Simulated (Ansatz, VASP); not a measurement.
# Two plane-wave programs on SiAs5

```
Si As
1.0
     5.53918    0.00000    0.00000
     0.00000    5.53918    0.00000
     0.00000    0.00000    5.53918
Si As
1 5
Direct
  0.50000 0.50000 0.50000
  0.74288 0.74288 0.74288
  0.25712 0.25712 0.74288
  0.25712 0.74288 0.25712
  0.74288 0.25712 0.25712
  0.00000 0.00000 0.00000
```

Alike in both runs: functional PBE; k mesh 8 × 8 × 8; occupations gaussian, width 0.1 eV; no spin polarisation.

Ansatz relaxed the structure, and its values are those at the end. VASP's run is a single point on that final structure, the one shown.

|  | VASP | Ansatz |
| --- | --- | --- |
| version | VASP 6.6.1 | Ansatz 0.2.0 |
| potentials or method | VASP PAW PBE potentials, release 64 (Si, As) | scalar-relativistic, plane waves, PAW |
| plane-wave cutoff (eV) | 520 | 420 |
| valence electrons in the cell | 29 | 79 |

|  | VASP | Ansatz | Ansatz less VASP |
| --- | --- | --- | --- |
| gap on the k mesh at the Fermi level (eV) | none | none | - |
| pressure (GPa) | 0.2 | 0.0 | -0.14 |

A gap of «none» marks a metal or a gap that the smearing closes. The functional is the same, so the differences come from potentials, cutoffs and numerics. The two sets of potentials don't hold the same shells in valence.
